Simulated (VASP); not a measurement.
# Li2ZnCl4 (Fd-3m): formation energy of the defect Zn_Li, part 5 of 9

Wanted: what the defect Zn_Li costs in Li2ZnCl4 (Fd-3m) and how the lattice relaxes round it. The start is a computed cell from the Materials Project.

VASP 6.6.1, plane waves and PAW; the level of theory is named at each step.

Still holding for the runs below: The k-mesh is coarse for a metal.

So far. Step 5 (Reference Li): The run ended after 5 ionic steps, 0.002 eV below its first step, once forces and stress met EDIFFG = -0.02. Step 5 (Reference Li): Energy at zero smearing: -1.96127 eV.

### Step 6. Reference Zn

This step: PBEsol; plane waves and PAW (Zn) (VASP 6.6.1).

System of this step: Zn. It takes space group P6_3/mmc (No. 194, hexagonal). Conventional cell: a = 2.660 Å, b = 2.660 Å, c = 4.937 Å, α = 90.00°, β = 90.00°, γ = 120.00°. Nearest to Zn lie 12 Zn at 2.66 to 2.91 Å.

The reference for Zn is its crystal, relaxed at the cutoff of the large cell.

The input, INCAR:

```
SYSTEM = Zn
PREC = Normal
ENCUT = 300
EDIFF = 1E-05
NELM = 120
ISMEAR = 1
SIGMA = 0.1
LREAL = Auto
ALGO = Fast
GGA = PS
NBANDS = 18
LORBIT = 11
LWAVE = .FALSE.
LCHARG = .FALSE.
KPAR = 4
IBRION = 2
NSW = 25
ISIF = 3
EDIFFG = -0.02
POTIM = 0.4
```

The input, POSCAR:

```
Zn
1.0
    2.6600000000      0.0000000000      0.0000000000
   -1.3300000000      2.3036275741      0.0000000000
    0.0000000000      0.0000000000      4.9369600000
Zn
2
Direct
    0.0000000000      0.0000000000      0.0000000000
    0.3333333333      0.6666666667      0.5000000000
```

The input, KPOINTS:

```
Automatic mesh
0
Gamma
11 11 6
0 0 0
```

Potentials, in the order of the species: Zn (PBE family, release 64).

Started as:

```sh
mpirun -np 4 vasp_std
```

What it wrote:

```text
[banner, memory and clock lines left out]
running    4 mpi-ranks, on    1 nodes
 distrk:  each k-point on    1 cores,    4 groups
 distr:  one band on    1 cores,    1 groups

 POSCAR found type information on POSCAR Zn
 POSCAR found :  1 types and       2 ions
 [... a notice as in an earlier step ...]

 [... a notice as in an earlier step ...]

 LDA part: xc-table for (Slater+PW92), standard interpolation
 POSCAR, INCAR and KPOINTS ok, starting setup
 FFT: planning ... GRIDC
 FFT: planning ... GRID_SOFT
 FFT: planning ... GRID
 WAVECAR not read
 entering main loop
       N       E                     dE             d eps       ncg     rms          rms(c)
DAV:   1     0.848634045938E+02    0.84863E+02   -0.91310E+03  2360   0.147E+03
DAV:   2    -0.531987537901E+00   -0.85395E+02   -0.83662E+02  2330   0.240E+02
DAV:   3    -0.340205553315E+01   -0.28701E+01   -0.28627E+01  2586   0.520E+01
DAV:   4    -0.341342678917E+01   -0.11371E-01   -0.11370E-01  2584   0.338E+00
DAV:   5    -0.341344018033E+01   -0.13391E-04   -0.13391E-04  2496   0.100E-01    0.417E+00
RMM:   6    -0.315013531882E+01    0.26330E+00   -0.10561E+00  2304   0.122E+01    0.312E+00
RMM:   7    -0.313744615044E+01    0.12689E-01   -0.29586E-02  2304   0.241E+00    0.158E+00
RMM:   8    -0.312982266211E+01    0.76235E-02   -0.55170E-03  2304   0.563E-01    0.117E-01
RMM:   9    -0.312974227850E+01    0.80384E-04   -0.15639E-03  2304   0.549E-01    0.861E-02
RMM:  10    -0.312970992217E+01    0.32356E-04   -0.14634E-04  2287   0.122E-01    0.420E-03
RMM:  11    -0.312971076110E+01   -0.83892E-06   -0.97523E-06  1374   0.270E-02
   1 F= -.31297108E+01 E0= -.31297347E+01  d E =-.312971E+01
 curvature:   0.00 expect dE= 0.000E+00 dE for cont linesearch  0.000E+00
 trial: gam= 0.00000 g(F)=  0.589E-45 g(S)=  0.497E-01 ort = 0.000E+00 (trialstep = 0.100E+01)
 search vector abs. value=  0.497E-01
 bond charge predicted
       N       E                     dE             d eps       ncg     rms          rms(c)
DAV:   1    -0.427291619961E+01   -0.11432E+01   -0.99911E+00  2448   0.562E+01    0.765E+00
RMM:   2    -0.328507545974E+01    0.98784E+00   -0.37056E+00  2305   0.245E+01    0.232E+00
RMM:   3    -0.319841547477E+01    0.86660E-01   -0.17390E-01  2304   0.556E+00    0.139E+00
RMM:   4    -0.315726872756E+01    0.41147E-01   -0.14273E-02  2304   0.889E-01    0.117E-01
RMM:   5    -0.315693603394E+01    0.33269E-03   -0.19238E-03  2304   0.587E-01    0.713E-02
RMM:   6    -0.315695424064E+01   -0.18207E-04   -0.24903E-04  2300   0.145E-01    0.176E-02
RMM:   7    -0.315695295265E+01    0.12880E-05   -0.36801E-05  1826   0.754E-02
   2 F= -.31569530E+01 E0= -.31569320E+01  d E =-.272422E-01
[... from here on, the cycles between the ionic steps are left out ...]
   3 F= -.31573104E+01 E0= -.31572565E+01  d E =-.275997E-01
   4 F= -.31557830E+01 E0= -.31556628E+01  d E =-.260722E-01
   5 F= -.31570380E+01 E0= -.31569551E+01  d E =-.273273E-01
   6 F= -.31572158E+01 E0= -.31571444E+01  d E =-.275050E-01
   7 F= -.31572883E+01 E0= -.31572256E+01  d E =-.275775E-01
   8 F= -.31618974E+01 E0= -.31618227E+01  d E =-.460913E-02
   9 F= -.31671124E+01 E0= -.31670006E+01  d E =-.982414E-02
  10 F= -.31698959E+01 E0= -.31697101E+01  d E =-.126076E-01
  11 F= -.31785182E+01 E0= -.31784434E+01  d E =-.212299E-01
  12 F= -.31770152E+01 E0= -.31767242E+01  d E =-.197269E-01
  13 F= -.31832723E+01 E0= -.31831131E+01  d E =-.259840E-01
  14 F= -.31810621E+01 E0= -.31808577E+01  d E =0.221017E-02
  15 F= -.31852614E+01 E0= -.31850929E+01  d E =-.198905E-02
  16 F= -.31851781E+01 E0= -.31850077E+01  d E =-.190576E-02
  17 F= -.31852142E+01 E0= -.31850447E+01  d E =-.194191E-02
  18 F= -.31852459E+01 E0= -.31850770E+01  d E =-.197355E-02
  19 F= -.31852378E+01 E0= -.31850685E+01  d E =-.196549E-02
  20 F= -.31852541E+01 E0= -.31850732E+01  d E =-.162762E-04
  21 F= -.31854216E+01 E0= -.31852425E+01  d E =-.183838E-03
 curvature:  -0.66 expect dE=-0.367E-03 dE for cont linesearch -0.196E-03
 ZBRENT: interpolating
 opt :   0.6084  next Energy=    -3.185320 (dE=-0.819E-04)
 bond charge predicted
       N       E                     dE             d eps       ncg     rms          rms(c)
DAV:   1    -0.318636752437E+01   -0.94522E-03   -0.11972E-02  2540   0.171E+00    0.224E-01
RMM:   2    -0.318551922628E+01    0.84830E-03   -0.25397E-03  2304   0.605E-01    0.884E-02
RMM:   3    -0.318540520821E+01    0.11402E-03   -0.11412E-04  2304   0.124E-01    0.501E-02
RMM:   4    -0.318535204432E+01    0.53164E-04   -0.44796E-05  2044   0.568E-02    0.715E-03
RMM:   5    -0.318535188586E+01    0.15846E-06   -0.10193E-05  1378   0.416E-02
  22 F= -.31853519E+01 E0= -.31851769E+01  d E =-.114080E-03
 curvature:  -0.28 expect dE=-0.605E-05 dE for cont linesearch -0.437E-06
 trial: gam= 0.00000 g(F)=  0.301E-45 g(S)=  0.220E-04 ort =-0.203E-04 (trialstep = 0.213E+01)
 search vector abs. value=  0.220E-04
 reached required accuracy - stopping structural energy minimisation
```

Elapsed: 38 s, on 4 MPI ranks of AMD EPYC 7R43, shared host; peak memory 0.37 GiB; 2.4 min of CPU time.

OUTCAR, selected parts (step 6):

```text
   k-points           NKPTS =     64   k-points in BZ     NKDIM =     64   number of bands    NBANDS=     18

   ENCUT  =  300.0 eV  22.05 Ry    4.70 a.u.   3.76  3.76  6.97*2*pi/ulx,y,z

   NELECT =      24.0000    total number of electrons

 E-fermi :   3.7089

 k-point     1 :       0.0000    0.0000    0.0000
  band No.  band energies     occupation
    ...
      9      -3.9649      2.00000
     10      -3.5528      2.00000
     11      -3.5528      2.00000
     12       0.1776      2.00000
     13       2.1679      2.00000
     14      19.6779      0.00000
     15      19.6780      0.00000
     16      21.6320      0.00000
     17      21.7264      0.00000
     18      22.6010      0.00000

  Total       -0.0232188     -0.0232188     -0.0078315      0.0000000     -0.0000000      0.0000000
  in kB       -1.3355829     -1.3355829     -0.4504787      0.0000000     -0.0000000      0.0000000
  external PRESSURE =      -1.0405482 kB  Pullay stress =       0.0000000 kB

 POSITION                                       TOTAL-FORCE (eV/Angst)
 -----------------------------------------------------------------------------------
     -0.00000      0.00000      0.00000        -0.000000      0.000000      0.000000
     -0.00000      1.55400      2.21970         0.000000     -0.000000     -0.000000
 -----------------------------------------------------------------------------------
    total drift:                                0.000000     -0.000000     -0.000000

  FREE ENERGIE OF THE ION-ELECTRON SYSTEM (eV)
  ---------------------------------------------------
  free  energy   TOTEN  =        -3.1853518859 eV

  energy  without entropy=       -3.1848268855  energy(sigma->0) =       -3.18517689

[... 1 part as in an earlier step ...]

[... 15 further parts left out ...]
```

CONTCAR:

```
Zn
   1.00000000000000
     2.6916107413277364    0.0000000000000000   -0.0000000000000000
    -1.3458053706638682    2.3310032791233035    0.0000000000000000
     0.0000000000000000   -0.0000000000000000    4.4393951681555013
  Zn
     2
Direct
     0.0000000000000000    0.0000000000000000    0.0000000000000000
     0.3333333332999970    0.6666666667000030    0.5000000000000000
```

The run keeps the 24 symmetry operations of its start, so it cannot find a distortion of lower symmetry.

Step by step:

```tsv
step	energy less that of the first step (eV)	largest force (eV/Å)	pressure (GPa)	volume (Å³)
1	0.0000	0.0000	-4.89	30.25
2	-0.0272	0.0000	-0.46	28.66
3	-0.0276	0.0000	-0.53	28.47
4	-0.0261	0.0000	1.03	28.07
5	-0.0273	0.0000	0.57	28.30
6	-0.0275	0.0000	0.72	28.37
7	-0.0276	0.0000	0.49	28.42
8	-0.0322	0.0000	0.11	28.33
9	-0.0374	0.0000	0.20	28.20
10	-0.0402	0.0000	0.11	27.93
11	-0.0488	0.0000	2.63	27.31
12	-0.0473	0.0000	1.44	27.72
13	-0.0536	0.0000	1.27	27.51
14	-0.0514	0.0000	-1.13	28.47
15	-0.0556	0.0000	-0.08	27.83
16	-0.0555	0.0000	0.21	27.79
17	-0.0555	0.0000	0.46	27.80
18	-0.0555	0.0000	0.07	27.82
19	-0.0555	0.0000	0.39	27.81
20	-0.0555	0.0000	-0.07	27.98
21	-0.0557	0.0000	-0.56	27.89
22	-0.0556	0.0000	-0.10	27.85
```

```tsv
conventional cell, symmetrised	before	after	change
a (Å)	2.660	2.692	+1.2 %
b (Å)	2.660	2.692	+1.2 %
c (Å)	4.937	4.439	-10.1 %
volume (Å³/atom)	15.13	13.93	-7.9 %
```

Final coordinates:

```cif
data_structure
_symmetry_space_group_name_H-M 'P 1'
_symmetry_Int_Tables_number 1
_cell_length_a 2.6916
_cell_length_b 2.6916
_cell_length_c 4.4394
_cell_angle_alpha 90.000
_cell_angle_beta 90.000
_cell_angle_gamma 120.000
_cell_volume 27.85
loop_
_atom_site_label
_atom_site_type_symbol
_atom_site_fract_x
_atom_site_fract_y
_atom_site_fract_z
_atom_site_occupancy
Zn1 Zn 0.00000 0.00000 0.00000 1
Zn2 Zn 0.33333 0.66667 0.50000 1
```

Numbers from this step:

```yaml
electronic_cycles: 131
electrons: 24
free_energy_toten: -3.185 eV
energy_at_zero_smearing: -3.185 eV
fermi_energy: 3.709 eV
```

The run ended after 22 ionic steps, 0.056 eV below its first step, once forces and stress met EDIFFG = -0.02.

The edges of the cell as typed change unequally, by -10.1 to +1.2 %. In a metal that hangs on the k mesh, which was not refined here; the energy is less touched by it than the shape.

Energy at zero smearing: -3.18518 eV.

[end of part 5 of 9]

[Lines on the potential files, build, host, timing and source positions are cut from VASP's logs without a mark.]

[Logs are printed without paths, hosts, clocks, repeated set-up lines and the standing remarks that a program may print on its own settings, such as how far it seeks lower states.]

[Hosts, paths, dates, database ids (printed as entryN), source tags and the programs' standing remarks are cut or masked in the printed files.]

[In band tables of VASP the shares of atoms and orbitals are scaled to a sum of 1 inside the atoms' spheres.]

[Runs that stopped without an error message from VASP are left out.]
